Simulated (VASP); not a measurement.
Level of theory: PBEsol GGA, VASP's PBE PAW potentials (set 64) (plane waves; VASP).

The input files of a VASP run:

POSCAR:
```
Hg3ZnS4
11.5448450
 -0.0010256220   0.4975756877   0.5000000083
  0.4975756877  -0.0010256220   0.5000000083
  0.2482750329   0.2482750329   0.0000000000
Zn S Hg
1 4 3
Cartesian
  0.2482750328   0.2482750328   0.0009041941
  0.1241375164   0.1241375164   0.1112807694
  0.3804385409   0.1161115247   0.3828004481
  0.1161115247   0.3804385409   0.3828004481
  0.3724125493   0.3724125493   0.6254287627
  0.2464408696   0.0018341633   0.2498659137
  0.0018341633   0.2464408696   0.2498659137
  0.2482750329   0.2482750329   0.4970535914
```

KPOINTS:
```
Automatic mesh
0
Gamma
4 4 8
0 0 0
```

**INCAR**
```
SYSTEM = Hg3ZnS4
PREC = Accurate
ENCUT = 400
EDIFF = 1E-7
NELM = 100
ALGO = Normal
LREAL = .FALSE.
LASPH = .TRUE.
ISMEAR = -5
GGA = PS
LMAXMIX = 6
LWAVE = .FALSE.
LCHARG = .TRUE.
LORBIT = 11
NEDOS = 601
ISIF = 2
LEFG = .TRUE.
```

POTCAR, in this order: Zn S Hg (PBE.64 set). Program: vasp_std.

Output

**OSZICAR**
```
       N       E                     dE             d eps       ncg     rms          rms(c)
DAV:   1     0.531030827415E+03    0.53103E+03   -0.29168E+04  2838   0.135E+03
DAV:   2     0.241368244803E+02   -0.50689E+03   -0.49210E+03  3062   0.360E+02
DAV:   3    -0.236578486788E+02   -0.47795E+02   -0.47355E+02  3325   0.114E+02
DAV:   4    -0.249152709342E+02   -0.12574E+01   -0.12517E+01  3273   0.196E+01
DAV:   5    -0.249396635628E+02   -0.24393E-01   -0.24371E-01  3398   0.271E+00    0.199E+01
DAV:   6    -0.232114949387E+02    0.17282E+01   -0.41639E+00  3847   0.271E+01    0.149E+01
DAV:   7    -0.232936196477E+02   -0.82125E-01   -0.28512E+00  3860   0.118E+01    0.536E+00
DAV:   8    -0.232297895317E+02    0.63830E-01   -0.50048E-01  3759   0.967E+00    0.996E-01
DAV:   9    -0.232309183471E+02   -0.11288E-02   -0.49992E-02  3761   0.285E+00    0.309E-01
DAV:  10    -0.232311870716E+02   -0.26872E-03   -0.70039E-03  3461   0.676E-01    0.178E-01
DAV:  11    -0.232311060796E+02    0.80992E-04   -0.11244E-03  3617   0.318E-01    0.729E-02
DAV:  12    -0.232311350465E+02   -0.28967E-04   -0.13386E-04  3128   0.719E-02    0.256E-02
DAV:  13    -0.232311397869E+02   -0.47404E-05   -0.13100E-05  4017   0.785E-02    0.154E-02
DAV:  14    -0.232311383197E+02    0.14672E-05   -0.41765E-06  4096   0.325E-02    0.652E-03
DAV:  15    -0.232311382548E+02    0.64890E-07   -0.30545E-06  3577   0.122E-02    0.180E-03
DAV:  16    -0.232311382192E+02    0.35625E-07   -0.34617E-07  2643   0.412E-03
   1 F= -.23231138E+02 E0= -.23231138E+02  d E =0.000000E+00
```

### OUTCAR
```
------------------------ aborting loop because EDIFF is reached ----------------------------------------
  FORCE on cell =-STRESS in cart. coord.  units (eV):
  Direction    XX          YY          ZZ          XY          YZ          ZX
  --------------------------------------------------------------------------------------
  Total       -0.0413782     -0.0413782     -0.0075077      0.0313367      0.0000000      0.0000000
  in kB       -0.3480416     -0.3480416     -0.0631488      0.2635807      0.0000000      0.0000000
  external PRESSURE =      -0.2530773 kB  Pullay stress =       0.0000000 kB
  volume of cell :      190.48
      direct lattice vectors                 reciprocal lattice vectors
    -0.011840646  5.744434190  5.772422596    -0.086861732  0.086861732  0.086618745
     5.744434190 -0.011840646  5.772422596     0.086861732 -0.086861732  0.086618745
     2.866296772  2.866296772  0.000000000     0.174441113  0.174441113 -0.173237490
 POSITION                                       TOTAL-FORCE (eV/Angst)
 -----------------------------------------------------------------------------------
      2.86630      2.86630      0.01044         0.000000      0.000000     -0.007882
      1.43315      1.43315      1.28472        -0.000000     -0.000000      0.012505
      4.39210      1.34049      4.41937        -0.003967      0.003967      0.011599
      1.34049      4.39210      4.41937         0.003967     -0.003967      0.011599
      4.29945      4.29945      7.22048        -0.000000     -0.000000      0.006707
      2.84512      0.02118      2.88466        -0.003208      0.003208     -0.011728
      0.02118      2.84512      2.88466         0.003208     -0.003208     -0.011728
      2.86630      2.86630      5.73841         0.000000      0.000000     -0.011074
 -----------------------------------------------------------------------------------
    total drift:                               -0.000089     -0.000089      0.001388
  FREE ENERGIE OF THE ION-ELECTRON SYSTEM (eV)
  ---------------------------------------------------
  free  energy   TOTEN  =       -23.2311382192 eV

  energy  without entropy=      -23.2311382192  energy(sigma->0) =      -23.23113822

 total charge

# of ion       s       p       d       tot
------------------------------------------
    1        0.518   0.439   9.792  10.750
    2        1.325   2.325   0.000   3.650
    3        1.330   2.321   0.000   3.651
    4        1.330   2.321   0.000   3.651
    5        1.336   2.313   0.000   3.649
    6        0.679   0.425   9.395  10.499
    7        0.679   0.425   9.395  10.499
    8        0.685   0.450   9.394  10.529
--------------------------------------------------
tot          7.882  11.019  37.977  56.878

 Electric field gradients after diagonalization (V/A^2)
 (convention: |V_zz| > |V_xx| > |V_yy|)
----------------------------------------------------------------------
 ion       V_xx      V_yy      V_zz     asymmetry (V_yy - V_xx)/ V_zz
----------------------------------------------------------------------
   1       8.099     0.868    -8.967       0.806
   2       7.111     3.550   -10.661       0.334
   3       1.233     0.793    -2.026       0.217
   4       1.233     0.793    -2.026       0.217
   5       3.518     0.977    -4.495       0.565
   6      31.869    10.274   -42.143       0.512
   7      31.869    10.274   -42.143       0.512
   8     -25.494   -13.318    38.813       0.314
```
(Selected blocks of OUTCAR.)

The structure was generated: Hg3ZnS4 was put into an ordered model structure (Amm2), which need not be its known phase. It was relaxed first.
